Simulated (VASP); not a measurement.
Output of a VASP run:

### OSZICAR
```
       N       E                     dE             d eps       ncg     rms          rms(c)
DAV:   1    -0.539581298502E+03   -0.53958E+03   -0.97974E+00   640   0.785E+00    0.147E+01
DAV:   2    -0.539641679255E+03   -0.60381E-01   -0.29086E-01   704   0.123E+00    0.105E+01
DAV:   3    -0.539623269533E+03    0.18410E-01   -0.17558E-02   736   0.325E-01    0.622E+00
DAV:   4    -0.539617144442E+03    0.61251E-02   -0.54104E-03   712   0.159E-01    0.358E+00
DAV:   5    -0.539615146532E+03    0.19979E-02   -0.11212E-03   728   0.743E-02    0.206E+00
DAV:   6    -0.539614474734E+03    0.67180E-03   -0.35272E-04   712   0.453E-02    0.117E+00
DAV:   7    -0.539614262193E+03    0.21254E-03   -0.11996E-04   712   0.267E-02    0.662E-01
DAV:   8    -0.539614195725E+03    0.66469E-04   -0.25088E-05   464   0.133E-02    0.384E-01
DAV:   9    -0.539614175823E+03    0.19901E-04   -0.12774E-05   440   0.101E-02    0.217E-01
DAV:  10    -0.539614171023E+03    0.48004E-05   -0.37441E-06   400   0.546E-03
   1 F= -.53961417E+03 E0= -.53961417E+03  d E =-.474612E-14  mag=     2.0000
```

**OUTCAR**
```
------------------------ aborting loop because EDIFF is reached ----------------------------------------
  volume of cell :      671.84
      direct lattice vectors                 reciprocal lattice vectors
     8.758331436  0.000000000  0.000000000     0.114176999  0.000000000  0.000000000
     0.000000000  8.758331436  0.000000000     0.000000000  0.114176999  0.000000000
     0.000000000  0.000000000  8.758331436     0.000000000  0.000000000  0.114176999
  FREE ENERGIE OF THE ION-ELECTRON SYSTEM (eV)
  ---------------------------------------------------
  free  energy   TOTEN  =      -539.6141710229 eV

  energy  without entropy=     -539.6141710229  energy(sigma->0) =     -539.61417102

  exchange ACFDT corr.  =         0.00000000  see jH, gK, PRB 81, 115126

 total charge

# of ion       s       p       d       tot
------------------------------------------
    1        0.707   0.971   0.000   1.678
    2        0.705   0.975   0.000   1.680
    3        0.705   0.975   0.000   1.680
    4        0.704   0.973   0.000   1.677
    5        0.706   0.967   0.000   1.674
    6        0.705   0.974   0.000   1.680
    7        0.706   0.967   0.000   1.674
    8        0.706   0.967   0.000   1.674
    9        0.744   0.920   0.000   1.664
   10        0.744   0.920   0.000   1.664
   11        0.705   0.974   0.000   1.680
   12        0.744   0.920   0.000   1.664
   13        0.706   0.967   0.000   1.674
   14        0.707   0.970   0.000   1.678
   15        0.704   0.973   0.000   1.678
   16        0.705   0.975   0.000   1.680
   17        0.707   0.981   0.000   1.688
   18        0.707   0.981   0.000   1.688
   19        0.707   0.971   0.000   1.678
   20        0.707   0.981   0.000   1.688
   21        0.707   0.981   0.000   1.688
   22        0.704   0.973   0.000   1.678
   23        0.707   0.982   0.000   1.688
   24        0.707   0.981   0.000   1.688
   25        0.706   0.967   0.000   1.674
   26        0.705   0.974   0.000   1.680
   27        0.706   0.969   0.000   1.676
   28        0.706   0.967   0.000   1.674
   29        0.707   0.969   0.000   1.676
   30        0.707   0.969   0.000   1.676
   31        0.704   0.974   0.000   1.678
   32        0.844   1.688   0.000   2.532
   33        0.844   1.688   0.000   2.532
   34        0.844   1.688   0.000   2.532
   35        0.839   1.711   0.000   2.550
   36        0.844   1.691   0.000   2.535
   37        0.844   1.691   0.000   2.535
   38        0.839   1.711   0.000   2.550
   39        0.844   1.691   0.000   2.535
   40        0.844   1.691   0.000   2.535
   41        0.844   1.691   0.000   2.535
   42        0.844   1.691   0.000   2.536
   43        0.839   1.711   0.000   2.550
   44        0.840   1.717   0.000   2.556
   45        0.840   1.717   0.000   2.556
   46        0.833   1.728   0.000   2.562
   47        0.847   1.667   0.000   2.514
   48        0.833   1.728   0.000   2.561
   49        0.840   1.717   0.000   2.556
   50        0.847   1.667   0.000   2.514
   51        0.847   1.667   0.000   2.513
   52        0.840   1.717   0.000   2.556
...
```
(Selected blocks of OUTCAR.)

File POSCAR:
```
C31GeSi31
1
    8.7583314357     0.0000000000     0.0000000000
    0.0000000000     8.7583314357     0.0000000000
    0.0000000000     0.0000000000     8.7583314357
Si C Ge
31 31 1
Direct
  0.4984633761   0.9983329902   0.9985717095
  0.7491419618   0.2506311633   0.9980209876
  0.7491063347   0.9977834183   0.2508529974
  0.0008804654   0.9988936605   0.9990643993
  0.2482112432   0.2480565092   0.9982293334
  0.5005867740   0.4990725713   0.9972540827
  0.7516530168   0.7516562263   0.9982416401
  0.2482185084   0.9981201142   0.2483024289
  0.4892574653   0.2404886720   0.2407166559
  0.7593722504   0.5106079045   0.2406168907
  0.5006456816   0.9971039469   0.4993568704
  0.7592916644   0.2404284672   0.5107286942
  0.7516968395   0.9980521761   0.7518118622
  0.0014391317   0.5012593472   0.9985372780
  0.2492878464   0.7504308173   0.9984783781
  0.0020158577   0.2506105942   0.2508009337
  0.2466286195   0.4996523400   0.2489267873
  0.5000145744   0.7530858156   0.2488998745
  0.0014129543   0.9983114441   0.5014209184
  0.2465562455   0.2487155915   0.4999354319
  0.7510780938   0.7531271505   0.4999320170
  0.2492916005   0.9982150628   0.7506326099
  0.5000577694   0.2486772452   0.7533731506
  0.7511116991   0.4996756586   0.7533099936
  0.0016872102   0.7516238290   0.2482753237
  0.0026608995   0.4990509732   0.4993066306
  0.2491062756   0.7506296486   0.5006053807
  0.0016712743   0.2480479975   0.7517681828
  0.2490907639   0.5003095772   0.7509388887
  0.4993804277   0.7506614970   0.7508913828
  0.0015253029   0.7504112914   0.7506453016
  0.6261082676   0.1257344939   0.1259453478
  0.8740359232   0.3736146814   0.1259600008
  0.8740137214   0.1257253350   0.3738675112
  0.1244987614   0.1248132387   0.1250176512
  0.3748698978   0.3760638793   0.1247109518
  0.6236482802   0.6249084379   0.1247062928
  0.8749010481   0.8753378328   0.1250299703
  0.3748705770   0.1245638947   0.3763334992
  0.8752460273   0.6249540136   0.3762901655
  0.6236376388   0.1245359658   0.6251123997
  0.8752314674   0.3760657259   0.6250495119
  0.8749222212   0.1248281952   0.8755056472
  0.1244920868   0.6251326612   0.1239122963
  0.3746221797   0.8752436076   0.1239048794
  0.1252675259   0.3746011044   0.3749096782
  0.3715521220   0.6281364911   0.3679688030
  0.6250076980   0.8744347627   0.3749289824
  0.1244925726   0.1236174945   0.6253073928
  0.3716139110   0.3677192830   0.6284143466
  0.6319712151   0.6281360971   0.6283570576
  0.8760649568   0.8752405071   0.6253640682
  0.3746133223   0.1236340350   0.8754619290
  0.6250621198   0.3746859046   0.8746804051
  0.8760542699   0.6251927319   0.8754613675
  0.1247543501   0.8750513241   0.3749384795
  0.1255032514   0.6244429074   0.6247645998
  0.3752113025   0.8742329518   0.6247937650
  0.1246553286   0.3746578959   0.8752543432
  0.3751979555   0.6245535300   0.8744764632
  0.6249772044   0.8750854945   0.8752530470
  0.1251100572   0.8745647654   0.8748070295
  0.5022696110   0.4973490555   0.4977161015
```

Question: Reconstruct the remaining input files.

Answer: One answer among several that fit: the input of the run itself, HSE06 screened hybrid, plane waves, VASP's PBE PAW potentials (set 64).

KPOINTS:
```
Automatic
0
G
  1 1 1
0 0 0
```

**INCAR**
```
SIGMA=0.05   # width (eV)
GGA=PE   # PBE
LCHARG=F
AEXX=0.25
LMAXMIX=4   # l cut-off of mixed one-centre charges
LHFCALC=T
LWAVE=F
LORBIT=10
SYSTEM=C31GeSi31
HFSCREEN=0.2
MAGMOM=63*0.0317
PREC=Normal
EDIFF=1E-5   # SCF stop (eV)
ISPIN=2
LASPH=T
ENCUT=400
NUPDOWN=2
NELMIN=4
LREAL=Auto
ISMEAR=0
NELM=50
PRECFOCK=Fast
ISIF=0
ALGO=Normal   # blocked Davidson
ISYM=0
```

POTCAR, in this order: Si C Ge (PBE.64 set). Program: vasp_gam. Read from the step before: WAVECAR.

The supercell is sampled at Γ alone, which is coarse: total energies, pressure and levels can be off, energies of defects by several tenths of an eV.

The cell is a supercell with a defect, built from SiC (zinc blende): Ge_Si-vac_C. The cell's shape comes from a PBE relaxation.
